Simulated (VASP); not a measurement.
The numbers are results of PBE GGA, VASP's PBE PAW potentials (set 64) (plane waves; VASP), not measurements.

The input files of a VASP run:

### INCAR
```
! general
SYSTEM   =  Zn36O37
PREC     =  Normal
ENCUT    =  400
LREAL    =  Auto   ! projection in real space or not
LASPH    =  .True.
ISYM     =  0

! electronic loop
EDIFF    =  1E-5
NELM     =  100   ! most electronic steps
NELMIN   =  4
ALGO     =  Fast   ! Davidson, then RMM-DIIS
LMAXMIX  =  4

! smearing
ISMEAR   =  0
SIGMA    =  0.05

! functional
GGA      =  PE

! ions
IBRION   =  2   ! conjugate gradients
NSW      =  60   ! most ionic steps
ISIF     =  2   ! forces and stress, cell fixed
EDIFFG   =  -0.03

! output
LWAVE    =  .False.
LCHARG   =  .False.
```

File POSCAR:
```
Zn36O37
1.0
  4.9323206900  -8.5430313936   0.0000000000
  4.9323206900   8.5430313936   0.0000000000
  0.0000000000   0.0000000000  10.5847753959
Zn O
36 37
Cartesian
  1.6441052526  -0.9492247612   2.6461938490
  1.6441052526   0.9492247612   0.0000000000
  1.6599182727  -0.9624322877   7.9708227728
  1.6864738873   0.9151551520   5.3261213771
  3.2882105051   1.8984495223   2.6461938490
  3.2882154374   3.7969075877   0.0000000000
  3.3356101070   1.9488704936   7.9771524685
  3.2882154374   3.7969075877   5.2923876979
  4.9323206900   4.7461323489   2.6461938490
  4.9323206900   6.6445818713   0.0000000000
  4.9323206900   4.7461323489   7.9385815469
  4.9323206900   6.6445818713   5.2923876979
  3.2882154374  -3.7969075877   2.6461938490
  3.2882105051  -1.8984495223   0.0000000000
  3.2882154374  -3.7969075877   7.9385815469
  3.2666020082  -1.8978942253   5.2594055378
  4.9323206900  -0.9492333042   2.6461938490
  4.9323206900   0.9492333042   0.0000000000
  4.8823414844  -0.9537867399   7.9751201916
  4.9528243471   0.9059799363   5.2716838773
  6.5764308749   1.8984495223   2.6461938490
  6.5764259426   3.7969075877   0.0000000000
  6.5764308749   1.8984495223   7.9385815469
  6.5764259426   3.7969075877   5.2923876979
  4.9323206900  -6.6445818713   2.6461938490
  4.9323206900  -4.7461323489   0.0000000000
  4.9323206900  -6.6445818713   7.9385815469
  4.9323206900  -4.7461323489   5.2923876979
  6.5764259426  -3.7969075877   2.6461938490
  6.5764308749  -1.8984495223   0.0000000000
  6.5764259426  -3.7969075877   7.9385815469
  6.5764308749  -1.8984495223   5.2923876979
  8.2205361274  -0.9492247612   2.6461938490
  8.2205361274   0.9492247612   0.0000000000
  8.2205361274  -0.9492247612   7.9385815469
  8.2205361274   0.9492247612   5.2923876979
  1.6810434022  -0.9135746912   4.6251763809
  1.6441052526   0.9492247612   2.0216921006
  1.6441052526  -0.9492247612   9.9602736475
  1.6504383523   0.9775363672   7.3134976359
  3.2663257982   1.9399088537   4.6285105851
  3.2882154374   3.7969075877   2.0216921006
  3.2882105051   1.8984495223   9.9602736475
  3.2882154374   3.7969075877   7.3140797986
  4.9323206900   4.7461323489   4.6678859496
  4.9323206900   6.6445818713   2.0216921006
  4.9323206900   4.7461323489   9.9602736475
  4.9323206900   6.6445818713   7.3140797986
  3.2882154374  -3.7969075877   4.6678859496
  3.2882105051  -1.8984495223   2.0216921006
  3.2882154374  -3.7969075877   9.9602736475
  3.3161816958  -1.8817137238   7.3206423593
  4.9176075774  -0.9890352875   4.7168299510
  4.9323206900   0.9492333042   2.0216921006
  4.9323206900  -0.9492333042   9.9602736475
  4.9760111867   0.9452864237   7.2676443889
  6.5764308749   1.8984495223   4.6678859496
  6.5764259426   3.7969075877   2.0216921006
  6.5764308749   1.8984495223   9.9602736475
  6.5764259426   3.7969075877   7.3140797986
  4.9323206900  -6.6445818713   4.6678859496
  4.9323206900  -4.7461323489   2.0216921006
  4.9323206900  -6.6445818713   9.9602736475
  4.9323206900  -4.7461323489   7.3140797986
  6.5764259426  -3.7969075877   4.6678859496
  6.5764308749  -1.8984495223   2.0216921006
  6.5764259426  -3.7969075877   9.9602736475
  6.5764308749  -1.8984495223   7.3140797986
  8.2205361274  -0.9492247612   4.6678859496
  8.2205361274   0.9492247612   2.0216921006
  8.2205361274  -0.9492247612   9.9602736475
  8.2205361274   0.9492247612   7.3140797986
  3.2644515164   0.0197087734   6.3734743178
```

### KPOINTS
```
kpoints
0
G
 1 1 1
0 0 0
```

POTCAR, in this order: Zn O (PBE.64 set). Program: vasp_gam.

At this cut-off the stress carries a Pulay error, which pulls relaxed volumes low. The supercell is sampled at Γ alone, which is coarse: total energies, pressure and levels can be off, energies of defects by several tenths of an eV.

Problem. What does the run give for the energy per atom (σ→0)?

Solution. 
```yaml
energy per atom (σ→0): -4.408 eV/atom
```

OSZICAR:
```
...
DAV:   1    -0.321772713062E+03    0.67075E-02   -0.44694E+00   808   0.385E+00    0.400E-01
RMM:   2    -0.321781051874E+03   -0.83388E-02   -0.81194E-02   789   0.536E-01    0.619E-01
RMM:   3    -0.321780380086E+03    0.67179E-03   -0.11180E-02   787   0.221E-01    0.308E-01
RMM:   4    -0.321780592730E+03   -0.21264E-03   -0.14760E-03   790   0.845E-02    0.114E-01
RMM:   5    -0.321780643611E+03   -0.50881E-04   -0.41258E-04   790   0.398E-02    0.901E-02
RMM:   6    -0.321780596857E+03    0.46754E-04   -0.21001E-04   767   0.273E-02    0.642E-02
RMM:   7    -0.321780594475E+03    0.23823E-05   -0.57248E-05   629   0.166E-02
  20 F= -.32178059E+03 E0= -.32175241E+03  d E =-.117905E-02
```

The cell is a supercell with a defect, built from ZnO (wurtzite): O_i. The run is not spin-polarised, so no state with unpaired spins was tried.
